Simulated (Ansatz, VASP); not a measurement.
**One calculation of Rb3SBr, two programs**

File INCAR:

```
  PREC = Accurate
  ENCUT = 520
  EDIFF = 1E-7
  ISMEAR = 0
  SIGMA = 0.05
  LREAL = False
  LASPH = True
  NELM = 100
  ALGO = Fast
  ISIF = 2
  LWAVE = False
  LCHARG = False
  GGA = PS
  NBANDS = 28
```

File KPOINTS:

```
regular mesh
0
Gamma
  4 4 4
```

File POSCAR:

```
Rb3SBr
1.0
    6.7200000000      0.0000000000      0.0000000000
    0.0000000000      6.7200000000      0.0000000000
    0.0000000000      0.0000000000      6.7200000000
Br S Rb
1 1 3
Direct
    0.0000000000      0.0000000000      0.0000000000
    0.5000000000      0.5000000000      0.5000000000
    0.5000000000      0.5000000000      0.0000000000
    0.5000000000      0.0000000000      0.5000000000
    0.0000000000      0.5000000000      0.5000000000
```

Input for Ansatz:

```yaml
crystal:
  lattice:
    - [6.72, 0.0, 0.0]
    - [0.0, 6.72, 0.0]
    - [0.0, 0.0, 6.72]
  atoms:
    - { symbol: Br, position: [0.0, 0.0, 0.0] }
    - { symbol: S, position: [0.5, 0.5, 0.5] }
    - { symbol: Rb, position: [0.5, 0.5, 0.0] }
    - { symbol: Rb, position: [0.5, 0.0, 0.5] }
    - { symbol: Rb, position: [0.0, 0.5, 0.5] }
basis:
  ecutwfc: 420
kpoints:
  mp_grid: { grid: [4, 4, 4] }
hamiltonian:
  xc: pbesol
scf:
  occupations: { method: gaussian, width: 0.05 }
output:
  forces: true
  stress: true
  eigenvalues: true
```

The cell comes from a database or a generator and needn't be the stable form of this composition.

Alike in both runs: task single point; functional PBEsol; k mesh 4 × 4 × 4; occupations gaussian, width 0.05 eV; no spin polarisation.

|  | VASP | Ansatz |
| --- | --- | --- |
| version | VASP 6.6.1 | Ansatz 0.2.0 |
| potentials or method | VASP PAW PBE potentials, release 64 (Br, S, Rb_sv) | scalar-relativistic, plane waves, PAW |
| plane-wave cutoff (eV) | 520 | 420 |
| valence electrons in the cell | 40 | 40 |

|  | VASP | Ansatz | Ansatz less VASP |
| --- | --- | --- | --- |
| gap on the k mesh at the Fermi level (eV) | 1.35 | 1.36 | +0.004 |
| least direct gap on the mesh (eV) | 1.35 | 1.36 | +0.004 |
| pressure (GPa) | -1.6 | -1.6 | -0.01 |

The functional is the same, so the differences come from potentials, cutoffs and numerics.

Caveats: the PAW data sets were made with another functional, which shifts forces and pressure a little (VASP). A k mesh can miss the band edges. As with any semilocal functional, this PBEsol gap is likely too small.
